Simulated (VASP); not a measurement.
Consider the following.

```
CELL_PARAMETERS angstrom
     -1.72142     1.72142     1.72142
      1.72142    -1.72142     1.72142
      1.72142     1.72142    -1.72142
ATOMIC_POSITIONS crystal
  Li 0.00000 0.00000 0.00000
```

These are PBE GGA, VASP's PBE PAW potentials (set 64) (plane waves; VASP 6.6.1) values and carry that method's errors. Run with PREC = Normal, 500 eV cut-off, 8×8×8 Γ-centred mesh, Fermi-Dirac smearing of 0.10 eV, potentials Li_sv_GW.

Problem. Give the stress tensor in GPa (positive for a compressed cell).

Solution. 
```
-1.14   0.00   0.00
 0.00  -1.14   0.00
 0.00   0.00  -1.14
```
The pressure is its mean diagonal, -1.14 GPa.

The compound is Li in the bcc structure. This cell is one point of a volume scan, at 0.96 of the reference volume. The k-mesh is coarse (spacing up to 0.32 per Å, 2π included), so the numbers may not be converged in it.
